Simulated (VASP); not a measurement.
# Re: a series in biaxial strain in the (0001) plane

How do stress and energy of Re follow biaxial strain in the (0001) plane?

Program: VASP 6.6.1. Level of theory: r2SCAN; plane waves and PAW (Re), in the first sound run; inputs show where later runs differ. Results are calculated unless marked as measured.

**1. Set-up**

The structure is hexagonal, space group P6_3/mmc (No. 194). Conventional cell: a = 2.760 Å, b = 2.760 Å, c = 4.457 Å, α = 90.00°, β = 90.00°, γ = 120.00°. Nearest to Re lie 12 Re at 2.74 to 2.76 Å.

**2. Relax the crystal, r2SCAN**

The series starts from the cell that this level prefers, so that zero strain is near zero stress.

Level: r2SCAN; plane waves and PAW (Re).

The input, INCAR:

```
SYSTEM = Re
PREC = Accurate
ENCUT = 450
EDIFF = 1E-07
NELM = 120
ISMEAR = 1
SIGMA = 0.15
LREAL = .FALSE.
ALGO = Normal
METAGGA = R2SCAN
LASPH = .TRUE.
NBANDS = 13
LORBIT = 11
LWAVE = .FALSE.
LCHARG = .FALSE.
KPAR = 8
IBRION = 2
NSW = 40
ISIF = 3
EDIFFG = -0.005
POTIM = 0.4
```

The input, POSCAR:

```
Re
1.0
    2.7600000000      0.0000000000      0.0000000000
   -1.3800000000      2.3902301144      0.0000000000
    0.0000000000      0.0000000000      4.4574000000
Re
2
Direct
    0.0000000000      0.0000000000      0.0000000000
    0.3333333333      0.6666666667      0.5000000000
```

The input, KPOINTS:

```
Automatic mesh
0
Gamma
24 24 13
0 0 0
```

Potentials, in the order of the species: Re (PBE family, release 64).

On the command line:

```sh
$ mpirun -np 8 vasp_std
```

The program printed:

```text
[banner, memory and clock lines left out]
running    8 mpi-ranks, on    1 nodes
[...]
|                                                                             |
|           W    W    AA    RRRRR   N    N  II  N    N   GGGG   !!!           |
|           W    W   A  A   R    R  NN   N  II  NN   N  G    G  !!!           |
|           W    W  A    A  R    R  N N  N  II  N N  N  G       !!!           |
|           W WW W  AAAAAA  RRRRR   N  N N  II  N  N N  G  GGG   !            |
|           WW  WW  A    A  R   R   N   NN  II  N   NN  G    G                |
|           W    W  A    A  R    R  N    N  II  N    N   GGGG   !!!           |
|                                                                             |
|     For optimal performance we recommend to set                             |
|       NCORE = 2 up to number-of-cores-per-socket                            |
|     NCORE specifies how many cores store one orbital (NPAR=cpu/NCORE).      |
|     This setting can greatly improve the performance of VASP for DFT.       |
[...]
DAV:   3    -0.104898953828E+03    0.50761E-04   -0.94073E-05 19078   0.139E-01    0.114E-02
DAV:   4    -0.104898954175E+03   -0.34707E-06   -0.39987E-06 18440   0.177E-02    0.335E-03
DAV:   5    -0.104898953911E+03    0.26425E-06   -0.69514E-08 10206   0.124E-02    0.140E-03
DAV:   6    -0.104898953849E+03    0.61787E-07   -0.29826E-08  8440   0.400E-03
   2 F= -.10489895E+03 E0= -.10489929E+03  d E =-.520211E-04
 trial-energy change:   -0.000052  1 .order   -0.000052   -0.000345    0.000241
 step:   0.5886(harm=  0.5886)  dis= 0.00000  next Energy=  -104.899003 (dE=-0.102E-03)
[...]
N       E                     dE             d eps       ncg     rms          rms(c)
DAV:   1    -0.104899055146E+03   -0.10123E-03   -0.58831E-03 17321   0.247E+00    0.405E-02
DAV:   2    -0.104899009636E+03    0.45510E-04   -0.53662E-05 20012   0.985E-02    0.210E-02
DAV:   3    -0.104899002724E+03    0.69125E-05   -0.15575E-05 19084   0.566E-02    0.476E-03
DAV:   4    -0.104899003152E+03   -0.42847E-06   -0.66197E-07 18023   0.721E-03    0.137E-03
DAV:   5    -0.104899003235E+03   -0.82928E-07   -0.12128E-08  8196   0.511E-03
   3 F= -.10489900E+03 E0= -.10489934E+03  d E =-.101407E-03
[...]
reached required accuracy - stopping structural energy minimisation
```

Run time: 90 s. Hardware: 8 MPI ranks of AMD EPYC 9R45, shared host; peak memory 1.8 GiB.

The logs omit lines about the potential files and the build; timing stands in the text.

From OUTCAR (step 2):

```text
  Total       -0.0051979     -0.0051979     -0.0039477      0.0000000      0.0000000      0.0000000
  in kB       -0.2831708     -0.2831708     -0.2150619      0.0000000      0.0000000      0.0000000
  external PRESSURE =      -0.2604678 kB  Pullay stress =       0.0000000 kB

 POSITION                                       TOTAL-FORCE (eV/Angst)
 -----------------------------------------------------------------------------------
      0.00000      0.00000      0.00000        -0.000000      0.000000      0.000000
     -0.00000      1.59257      2.23156         0.000000      0.000000      0.000000
 -----------------------------------------------------------------------------------
    total drift:                                0.000000     -0.000000     -0.000000

  FREE ENERGIE OF THE ION-ELECTRON SYSTEM (eV)
  ---------------------------------------------------
  free  energy   TOTEN  =      -104.8990032349 eV

  energy  without entropy=     -104.9000281861  energy(sigma->0) =     -104.89934489

 reached required accuracy - stopping structural energy minimisation

[... 3 further parts left out ...]
[key lines of the parts left out:]
E-fermi :   7.6862
```

This run gave:

| Property | Result |
| --- | --- |
| energy(sigma→0) of the program | -104.8993 eV |
| stress, compression positive | xx, yy, zz -0.03, -0.03, -0.02 GPa |
| volume | 29.409 Å³ |
| ionic steps | 3 |

**3. Strain along the normal, r2SCAN**

One member in full: the plane is strained by 1 %, and the strain along the normal is moved by secant steps until the normal stress is under 0.012 GPa or five steps are spent; the atoms relax at each step.

This step took 3 runs, each at a new trial strain with the atoms of the one before; the last is shown.

Level: r2SCAN; plane waves and PAW (Re).

Changes to INCAR since step 2:

```diff
@@ -15,7 +15,7 @@
 LCHARG = .FALSE.
-KPAR = 8
-IBRION = 2
-NSW = 40
-ISIF = 3
-EDIFFG = -0.005
-POTIM = 0.4
+KPAR = 2
+IBRION = 1
+NSW = 25
+ISIF = 2
+EDIFFG = -0.004
+POTIM = 0.3
```

The input, POSCAR:

```
Re
1.0
    2.7859961660      0.0000000000      0.0000000000
   -1.3929980830      2.4127434550      0.0000000000
    0.0000000000      0.0000000000      4.4322469280
Re
2
Direct
    0.0000000000      0.0000000000      0.0000000000
    0.3333333333      0.6666666667      0.5000000000
```

KPOINTS is that of step 2.

On the command line:

```sh
$ mpirun -np 2 vasp_std
```

The program printed:

```text
[banner, memory and clock lines left out]
running    2 mpi-ranks, on    1 nodes
[...]
[... a notice as in an earlier step ...]

 LDA part: xc-table for (None), standard interpolation
 POSCAR, INCAR and KPOINTS ok, starting setup
[...]
entering main loop
       N       E                     dE             d eps       ncg     rms          rms(c)
DAV:   1    -0.578558980377E+02   -0.57856E+02   -0.67172E+03 22026   0.127E+03
DAV:   2    -0.104498963025E+03   -0.46643E+02   -0.40858E+02 18449   0.286E+02
DAV:   3    -0.106121094104E+03   -0.16221E+01   -0.14892E+01 19372   0.618E+01
DAV:   4    -0.106144716376E+03   -0.23622E-01   -0.23454E-01 17862   0.487E+00
[...]
DAV:  13    -0.104885038983E+03    0.76181E-06   -0.38160E-08 10361   0.101E-02    0.210E-03
DAV:  14    -0.104885039106E+03   -0.12371E-06   -0.10602E-08  9596   0.384E-03    0.127E-03
DAV:  15    -0.104885039102E+03    0.48710E-08   -0.12017E-08  9036   0.300E-03
   1 F= -.10488504E+03 E0= -.10488532E+03  d E =-.104885E+03
 BRION: g(F)=  0.325E-47 g(S)=  0.000E+00
 reached required accuracy - stopping structural energy minimisation
```

Wall time 2.9 min (2 MPI ranks); peak memory 0.44 GiB.

OUTCAR, selected parts (step 3):

```text
  Total       -1.3652952     -1.3652952      0.0000087      0.0000000      0.0000000     -0.0000000
  in kB      -73.4212106    -73.4212106      0.0004696      0.0000000      0.0000000     -0.0000000
  external PRESSURE =     -48.9473172 kB  Pullay stress =       0.0000000 kB

 POSITION                                       TOTAL-FORCE (eV/Angst)
 -----------------------------------------------------------------------------------
      0.00000      0.00000      0.00000         0.000000     -0.000000      0.000000
     -0.00000      1.60850      2.21612        -0.000000      0.000000      0.000000
 -----------------------------------------------------------------------------------
    total drift:                                0.000000     -0.000000     -0.000000

  FREE ENERGIE OF THE ION-ELECTRON SYSTEM (eV)
  ---------------------------------------------------
  free  energy   TOTEN  =      -104.8850391015 eV

  energy  without entropy=     -104.8858859323  energy(sigma->0) =     -104.88532138

[... 2 parts as in an earlier step ...]

[... 2 further parts left out ...]
[key lines of the parts left out:]
E-fermi :   7.4994
```

This run gave:

| Property | Result |
| --- | --- |
| energy(sigma→0) of the program | -104.8853 eV |
| stress, compression positive | xx, yy, zz -7.34, -7.34, 0.00 GPa |
| ionic steps | 1 |

**4. All members**

The other members went through these steps as far as the tables show, with the same cutoff and, step by step, the same mesh; 26 runs are not shown. The session took 2.8 core hours (wall time by ranks) on a shared machine.

| in-plane strain (%) | strain along the normal (%) | in-plane stress, tension positive (GPa) | energy above the unstrained row, extrapolated to no smearing (meV/atom) |
| --- | --- | --- | --- |
| -2.000 | 1.289 | -18.071 | 31.764 |
| -1.500 | 0.965 | -13.163 | 17.443 |
| -1.000 | 0.654 | -8.440 | 7.556 |
| -0.500 | 0.330 | ? | ? |
| 0 | -0.004 | 0.023 | 0.000 |
| 0.500 | -0.337 | 3.859 | 1.797 |
| 1.000 | -0.692 | 7.342 | 7.012 |
| 1.500 | -1.067 | 10.502 | 15.292 |
| 2.000 | -1.451 | 13.407 | 26.376 |

**5. Stress from the known rows**

Fitting a parabola to the 8 known rows (e: strain in %) gives stress = − 0.5958 e² + 7.880 e + 0.03827 in GPa; the residuals are 0.024 GPa r.m.s.

For the withheld row, e = -0.5, the fit gives -4.050 GPa.

**6. The withheld row**

The calculation gives -4.059 GPa, so the prediction is 0.009 GPa too high, within twice the residual of the fit.

Slopes at zero strain, from cubics through all rows: strain ratio -0.668, stress over strain 791 GPa. For (0001) the ratio is −2C₁₃/C₃₃.

**7. Results**

```json
{
 "error of the predicted stress": "0.009 GPa",
 "ratio of normal to in-plane strain": "-0.668",
 "biaxial modulus": "791 GPa"
}
```

What this shows: As a check, the curvature of the energy gives 793 GPa for the same modulus (energy per volume = M × strain²), 0 % from the slope of the stress. These are static values: temperature and zero-point motion are left out. In a metal the slopes also depend on mesh and smearing, which were held through the series.

[Lines on the potential files, build, host, timing and source positions are cut from VASP's logs without a mark.]

[Logs are printed without paths, hosts, clocks, repeated set-up lines and the standing remarks that a program may print on its own settings, such as how far it seeks lower states.]

[Hosts, paths, dates, database ids (printed as entryN), source tags and the programs' standing remarks are cut or masked in the printed files.]

[In band tables of VASP the shares of atoms and orbitals are scaled to a sum of 1 inside the atoms' spheres.]
